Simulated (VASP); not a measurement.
A VASP calculation is set up with these files.

**KPOINTS**
```
Automatic mesh
0
Gamma
7 7 4
0 0 0
```

### INCAR
```
LCHARG  =  .FALSE.
SIGMA  =  0.01   ! width (eV)
LREAL  =  .FALSE.   ! projection in real space or not
SYSTEM  =  MgI2
LWAVE  =  .FALSE.
ENCUT  =  300   ! plane-wave cut-off (eV)
NELM  =  100
GGA  =  PE   ! PBE
ALGO  =  Normal
EDIFF  =  1E-6
ISMEAR  =  0
LASPH  =  .TRUE.
ISIF  =  2
PREC  =  Accurate
LMAXMIX  =  4   ! l cut-off of mixed one-centre charges
```

### POSCAR
```
MgI2
7.0325410
  0.5904642433   0.0000000000   0.0000000000
 -0.2952321216   0.5113569903   0.0000000000
  0.0000000000   0.0000000000   1.0000000000
Mg I
1 2
Cartesian
  0.0000000000   0.0000000000   0.0000000000
 -0.0000002952   0.3409048307   0.2340800000
  0.2952324169   0.1704521597   0.7659200000
```

POTCAR, in this order: Mg I (PBE.64 set). Program: vasp_std.

Problem. Write an equivalent input for Ansatz.

Solution. One equivalent input (not run):
Ansatz 0.2 input:
```yaml
crystal:
  lattice:
    - [4.1524640, 0.0000000, 0.0000000]
    - [-2.0762320, 3.5961390, 0.0000000]
    - [0.0000000, 0.0000000, 7.0325410]
  atoms:
    - { symbol: Mg, position: [0.0000000, 0.0000000, 0.0000000] }
    - { symbol: I, position: [0.3333330, 0.6666670, 0.2340800] }
    - { symbol: I, position: [0.6666670, 0.3333330, 0.7659200] }
kpoints:
  mp_grid: { grid: [7, 7, 4] }
hamiltonian:
  xc: pbe
  pseudopotentials: { kind: paw }
scf:
  occupations: { method: gaussian, width: 0.01 }
  max_iter: 100
output: { forces: true, stress: true, eigenvalues: true }
```
What does not carry over: each code has its own PAW files, so the cut-off isn't converted (ENCUT is set for VASP's; basis.ecutwfc is left out, and Ansatz then takes the one that its files recommend); Ansatz stops its SCF on the density residual and VASP on the energy change (EDIFF).

The structure comes from a computed database's MgI2 entry; how it stands against other phases isn't given here. The cell was not relaxed at this level.
